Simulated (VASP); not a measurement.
Crystal: Al2O3.

```
Al O
1.0
     2.40283    1.38728    4.37143
    -2.40283    1.38728    4.37143
     0.00000   -2.77455    4.37143
Al O
4 6
Direct
  0.64786 0.64786 0.64786
  0.85214 0.85214 0.85214
  0.14786 0.14786 0.14786
  0.35214 0.35214 0.35214
  0.44380 0.05620 0.75000
  0.94380 0.25000 0.55620
  0.05620 0.75000 0.44380
  0.75000 0.44380 0.05620
  0.25000 0.55620 0.94380
  0.55620 0.94380 0.25000
```

The cell is a database's computed one.

Base run:

| Quantity | Value |
| --- | --- |
| Program | VASP 6.6.1 |
| Functional | PBE |
| Potentials or basis | VASP PAW PBE potentials, release 64 (Al, O) |
| Cutoff | 600 eV |
| k mesh | 8 × 8 × 8 |
| Occupations | gaussian, width 0.02 eV |
| Spin | no spin polarisation |

Its results: band gap on the k mesh 5.87 eV, direct.

**Question.** The run is repeated on the same cell with these changes: functional from PBE to HSE06; cutoff from 600 eV to 450 eV; k mesh from 8 × 8 × 8 to 6 × 6 × 6. What comes out?

**Answer.** Band gap on the k mesh 7.71 eV, direct.

Several settings changed at once, so the effect can't be laid on one alone.
